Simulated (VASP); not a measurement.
```
CELL_PARAMETERS angstrom
      1.79380    -3.10695     0.00000
      1.79380     3.10695     0.00000
      0.00000     0.00000    14.29966
ATOMIC_POSITIONS crystal
  Te 0.33333 0.66667 0.87926
  Te 0.66667 0.33333 0.37926
  Te 0.66667 0.33333 0.12074
  Te 0.33333 0.66667 0.62074
  Mo 0.33333 0.66667 0.25000
  Mo 0.66667 0.33333 0.75000
```

The numbers are results of PBE GGA with D3 dispersion (zero damping), VASP's PBE PAW potentials (set 64) (plane waves; VASP), not measurements. Run with 520 eV cut-off, 7×7×2 Γ-centred mesh, Gaussian smearing of 0.050 eV, potentials Te Mo_sv.

### Question
The ions and cell shape at fixed volume are relaxed. Predict the relaxed structure.

### Answer

```
CELL_PARAMETERS angstrom
      1.77183    -3.06890     0.00000
      1.77183     3.06890     0.00000
      0.00000     0.00000    14.65645
ATOMIC_POSITIONS crystal
  Te 0.33333 0.66667 0.87350
  Te 0.66667 0.33333 0.37350
  Te 0.66667 0.33333 0.12650
  Te 0.33333 0.66667 0.62650
  Mo 0.33333 0.66667 0.25000
  Mo 0.66667 0.33333 0.75000
```
Space group P6_3/mmc (194), at a tolerance of 0.03 Å.

### Question
How much energy does the relaxation gain?

### Answer
The energy (σ→0) changes by -18.0 meV/atom, in 7 ionic steps.

| step | E(σ→0) (eV) | max force (eV/Å) | pressure (GPa) | volume (Å³) |
|---|---|---|---|---|
| 1 | -37.8373 | 0.719 | -4.94 | 159.39 |
| 2 | -37.9005 | 0.203 | -3.12 | 159.39 |
| 3 | -37.9022 | 0.099 | -2.76 | 159.39 |
| 4 | -37.9252 | 0.056 | -2.27 | 159.39 |
| 5 | -37.9449 | 0.040 | -1.17 | 159.39 |
| 6 | -37.9450 | 0.026 | -1.39 | 159.39 |
| 7 | -37.9451 | 0.002 | -1.29 | 159.39 |

The compound is MoTe2 in the 2H layered structure. This cell is one point of a volume scan, at 1.06 of the reference volume. Symmetry was kept, so distortions that lower it aren't found.
